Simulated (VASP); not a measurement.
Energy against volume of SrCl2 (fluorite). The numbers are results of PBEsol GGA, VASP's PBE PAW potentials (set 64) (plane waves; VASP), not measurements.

```json
[
 {"V (Å³/atom)": "25.967", "E (eV/atom)": "-4.43463"},
 {"V (Å³/atom)": "26.796", "E (eV/atom)": "-4.44458"},
 {"V (Å³/atom)": "27.624", "E (eV/atom)": "-4.44758"},
 {"V (Å³/atom)": "28.453", "E (eV/atom)": "-4.44468"},
 {"V (Å³/atom)": "29.282", "E (eV/atom)": "-4.43678"}
]
```

### Question
Fit a third-order Birch-Murnaghan equation of state.

### Answer

```json
{
 "volume_per_atom": "27.61 Å³/atom",
 "bulk_modulus": "38.0 GPa",
 "pressure_derivative_of_the_bulk_modulus": "4.51",
 "lattice_constant_a": "0.6920 nm"
}
```

Measured: a 6.974 Å (computed value off by -0.8 %), as given by Kanchana et al., Calculated structural, elastic and electronic properties of SrCl2 (2010). The calculation is for a static lattice, while the measured a holds thermal and zero-point effects, which are part of the difference.

The compound is SrCl2 in the fluorite structure. It was relaxed first.
